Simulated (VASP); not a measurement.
OSZICAR of a VASP run on InAs (zinc blende):

OSZICAR:
```
       N       E                     dE             d eps       ncg     rms          rms(c)
DAV:   1     0.116815005161E+03    0.11682E+03   -0.86376E+03   520   0.150E+03
DAV:   2     0.700534108935E+00   -0.11611E+03   -0.11264E+03   525   0.331E+02
DAV:   3    -0.772385009300E+01   -0.84244E+01   -0.83625E+01   695   0.928E+01
DAV:   4    -0.794088104981E+01   -0.21703E+00   -0.21691E+00   600   0.167E+01
DAV:   5    -0.794910012952E+01   -0.82191E-02   -0.82189E-02   764   0.285E+00    0.448E+00
DAV:   6    -0.769548874594E+01    0.25361E+00   -0.45796E-01   770   0.127E+01    0.254E+00
DAV:   7    -0.767161532554E+01    0.23873E-01   -0.14373E-01   751   0.369E+00    0.720E-01
DAV:   8    -0.767251519830E+01   -0.89987E-03   -0.13478E-02   623   0.169E+00    0.210E-01
DAV:   9    -0.767319833335E+01   -0.68314E-03   -0.13146E-03   610   0.439E-01    0.121E-01
DAV:  10    -0.767330671219E+01   -0.10838E-03   -0.17390E-04   738   0.185E-01    0.828E-02
DAV:  11    -0.767334699788E+01   -0.40286E-04   -0.13274E-04   560   0.129E-01    0.625E-02
DAV:  12    -0.767334930831E+01   -0.23104E-05   -0.94412E-06   560   0.262E-02    0.167E-02
DAV:  13    -0.767334952149E+01   -0.21318E-06   -0.19872E-06   609   0.952E-03
   1 F= -.83150468E+01 E0= -.83149344E+01  d E =-.831505E+01
       N       E                     dE             d eps       ncg     rms          rms(c)
DAV:   1    -0.793875419236E+01   -0.26540E+00   -0.62444E+00   655   0.562E+01    0.297E+00
DAV:   2    -0.774320188567E+01    0.19555E+00   -0.39840E-01   625   0.151E+01    0.115E+00
DAV:   3    -0.770685990466E+01    0.36342E-01   -0.12051E-01   680   0.771E+00    0.588E-01
DAV:   4    -0.770671409522E+01    0.14581E-03   -0.47493E-03   555   0.769E-01    0.428E-01
DAV:   5    -0.770605964276E+01    0.65445E-03   -0.47857E-04   629   0.228E-01    0.205E-01
DAV:   6    -0.770595735564E+01    0.10229E-03   -0.24531E-04   732   0.173E-01    0.291E-02
DAV:   7    -0.770595774582E+01   -0.39018E-06   -0.21472E-05   652   0.772E-02    0.902E-03
DAV:   8    -0.770595920397E+01   -0.14581E-05   -0.45843E-06   585   0.395E-02    0.142E-03
DAV:   9    -0.770595911961E+01    0.84353E-07   -0.18556E-07   310   0.499E-03
   2 F= -.83207869E+01 E0= -.83206744E+01  d E =-.574006E-02
       N       E                     dE             d eps       ncg     rms          rms(c)
DAV:   1    -0.772156318617E+01   -0.15604E-01   -0.56503E-01   660   0.159E+01    0.971E-01
DAV:   2    -0.770237219185E+01    0.19191E-01   -0.41646E-02   625   0.519E+00    0.342E-01
DAV:   3    -0.769919470001E+01    0.31775E-02   -0.98411E-03   690   0.224E+00    0.198E-01
DAV:   4    -0.769917774690E+01    0.16953E-04   -0.38512E-04   535   0.205E-01    0.140E-01
DAV:   5    -0.769914144755E+01    0.36299E-04   -0.50785E-05   643   0.741E-02    0.541E-02
DAV:   6    -0.769914724608E+01   -0.57985E-05   -0.20196E-05   772   0.555E-02    0.127E-02
DAV:   7    -0.769914467094E+01    0.25751E-05   -0.23049E-06   504   0.267E-02    0.191E-03
DAV:   8    -0.769914469713E+01   -0.26186E-07   -0.37203E-07   270   0.132E-02
   3 F= -.83220973E+01 E0= -.83219849E+01  d E =-.705051E-02
```

Q: Which electronic solver shows in the log?

A: It is blocked Davidson (ALGO = Normal, or the opening steps of other solvers). The INCAR had ALGO = Normal.

Q: Can the final energy be trusted as converged?

A: Self-consistency was reached. It stopped with EDIFF = 1E-6, NELM = 100, NSW = 60 and EDIFFG = -0.01 after 3 ionic steps (PBE GGA with D3 dispersion (Becke-Johnson damping), plane waves, VASP's PBE PAW potentials (set 64)). Energy and stress use the plane-wave basis of the starting cell.

The compound is InAs in the zinc blende structure. This run relaxes it. Symmetry was kept, so distortions that lower it aren't found.
